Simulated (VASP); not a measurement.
Computed with PBEsol GGA, VASP's PBE PAW potentials (set 64) (plane waves; VASP 6.6.1).

A VASP calculation is set up with these files.

**POSCAR**
```
Rb(100) slab
1
    5.5763295252     0.0000000000     0.0000000000
   -0.0000000000     5.5763295252     0.0000000000
   -0.0000000000     0.0000000000    25.9570737191
Rb
4
Direct
  0.5000000000   0.0000000000   0.3388780000
  0.0000000000   0.5000000000   0.4462930000
  0.5000000000   0.0000000000   0.5537070000
  0.0000000000   0.5000000000   0.6611220000
```

### INCAR
```
SYSTEM = Rb(100) slab
PREC = Normal
ENCUT = 400
EDIFF = 1E-5
NELM = 100
ALGO = Normal
LREAL = .FALSE.
LASPH = .TRUE.
ISMEAR = 1
SIGMA = 0.1
GGA = PS
LMAXMIX = 4
LWAVE = .TRUE.
LCHARG = .FALSE.
NELMIN = 4
LDIPOL = .TRUE.
IDIPOL = 3
DIPOL = 0.5 0.5 0.5
IBRION = 2
ISIF = 2
NSW = 50
EDIFFG = -0.03
```

File KPOINTS:
```
kpoints
0
G
  5 5 1
0 0 0
```

POTCAR, in this order: Rb_sv (PBE.64 set). Program: vasp_std.

The resulting files:

### OSZICAR
```
       N       E                     dE             d eps       ncg     rms          rms(c)
DAV:   1     0.276577949378E+03    0.27658E+03   -0.11028E+04   320   0.901E+02
DAV:   2     0.426379592689E+02   -0.23394E+03   -0.23206E+03   388   0.210E+02
DAV:   3    -0.253000568022E+01   -0.45168E+02   -0.45145E+02   408   0.851E+01
DAV:   4    -0.380307316160E+01   -0.12731E+01   -0.12715E+01   336   0.194E+01
DAV:   5    -0.384602175170E+01   -0.42949E-01   -0.42948E-01   434   0.291E+00    0.244E+00
DAV:   6    -0.369953607436E+01    0.14649E+00   -0.41171E-01   312   0.169E+00    0.120E+00
DAV:   7    -0.367553397716E+01    0.24002E-01   -0.15131E-01   318   0.944E-01    0.345E-01
DAV:   8    -0.367286501125E+01    0.26690E-02   -0.19239E-02   306   0.544E-01    0.935E-02
DAV:   9    -0.367275407672E+01    0.11093E-03   -0.12579E-03   330   0.150E-01    0.672E-02
DAV:  10    -0.367349447798E+01   -0.74040E-03   -0.13818E-03   306   0.159E-01    0.312E-02
DAV:  11    -0.367402336232E+01   -0.52888E-03   -0.41674E-04   332   0.571E-02    0.251E-02
DAV:  12    -0.367482584289E+01   -0.80248E-03   -0.75300E-04   300   0.737E-02    0.135E-02
DAV:  13    -0.367493293421E+01   -0.10709E-03   -0.80778E-05   228   0.255E-02    0.983E-03
DAV:  14    -0.367503256713E+01   -0.99633E-04   -0.88037E-05   210   0.285E-02    0.383E-03
DAV:  15    -0.367504568264E+01   -0.13116E-04   -0.76207E-06   228   0.994E-03    0.270E-03
DAV:  16    -0.367504280426E+01    0.28784E-05   -0.18338E-05   204   0.919E-03
   1 F= -.36750428E+01 E0= -.36760332E+01  d E =-.367504E+01
```

File OUTCAR:
```
------------------------ aborting loop because EDIFF is reached ----------------------------------------
  FORCE on cell =-STRESS in cart. coord.  units (eV):
  Direction    XX          YY          ZZ          XY          YZ          ZX
  --------------------------------------------------------------------------------------
  Total       -0.5811240     -0.5811240      0.1870467      0.0000000      0.0000000      0.0000000
  in kB       -1.1535245     -1.1535245      0.3712856      0.0000000      0.0000000      0.0000000
  external PRESSURE =      -0.6452545 kB  Pullay stress =       0.0000000 kB
  volume of cell :      807.15
      direct lattice vectors                 reciprocal lattice vectors
     5.576329525  0.000000000  0.000000000     0.179329431  0.000000000  0.000000000
     0.000000000  5.576329525  0.000000000     0.000000000  0.179329431  0.000000000
     0.000000000  0.000000000 25.957073719     0.000000000  0.000000000  0.038525144
 POSITION                                       TOTAL-FORCE (eV/Angst)
 -----------------------------------------------------------------------------------
      2.78816      0.00000      8.79628         0.000000     -0.000000     -0.022787
      0.00000      2.78816     11.58446         0.000000     -0.000000     -0.007713
      2.78816      0.00000     14.37261        -0.000000     -0.000000      0.007713
      0.00000      2.78816     17.16079         0.000000      0.000000      0.022787
 -----------------------------------------------------------------------------------
    total drift:                                0.000000      0.000000     -0.000000
  FREE ENERGIE OF THE ION-ELECTRON SYSTEM (eV)
  ---------------------------------------------------
  free  energy   TOTEN  =        -3.6750428043 eV

  energy  without entropy=       -3.6780141096  energy(sigma->0) =       -3.67603324

 reached required accuracy - stopping structural energy minimisation
```
(Selected blocks of OUTCAR.)

OUTCAR:
```
 val. band max:       -1.2540786525   @ k =   0.2000   0.0000   0.0000

 cond. band min:      -1.1123413180   @ k =   0.4000   0.0000   0.0000


 Fermi energy:        -1.2123696640

 k-point     1 :       0.0000    0.0000    0.0000
  band No.  band energies     occupation
      1     -30.2636      2.00000
      2     -30.2636      2.00000
      3     -30.0439      2.00000
      4     -30.0391      2.00000
      5     -14.3691      2.00000
      6     -14.3679      2.00000
      7     -14.3344      2.00000
      8     -14.3344      2.00000
      9     -14.3339      2.00000
     10     -14.3339      2.00000
     11     -14.1576      2.00000
     12     -14.1460      2.00000
     13     -14.1460      2.00000
     14     -14.1157      2.00000
     15     -14.1057      2.00000
     16     -14.1057      2.00000
     17      -3.0105      2.00000
     18      -2.3396      2.00000
     19      -1.4484      2.00422
     20      -0.5986     -0.00000
     21       0.2028     -0.00000
     22       0.2225     -0.00000

 k-point     2 :       0.2000    0.0000    0.0000
  band No.  band energies     occupation
      1     -30.2635      2.00000
      2     -30.2635      2.00000
      3     -30.0433      2.00000
      4     -30.0395      2.00000
      5     -14.3693      2.00000
      6     -14.3678      2.00000
      7     -14.3409      2.00000
      8     -14.3406      2.00000
      9     -14.3332      2.00000
     10     -14.3329      2.00000
     11     -14.1583      2.00000
     12     -14.1553      2.00000
     13     -14.1424      2.00000
     14     -14.1110      2.00000
     15     -14.1097      2.00000
     16     -14.1092      2.00000
     17      -2.7716      2.00000
     18      -2.1191      2.00000
     19      -1.2541      1.64246
     20      -0.4280     -0.00000
     21      -0.1229     -0.00000
     22       0.3713     -0.00000

 k-point     3 :       0.4000    0.0000    0.0000
  band No.  band energies     occupation
      1     -30.2634      2.00000
...
```

The cell is a thin slab with vacuum, built from Rb (bcc): (100) face.
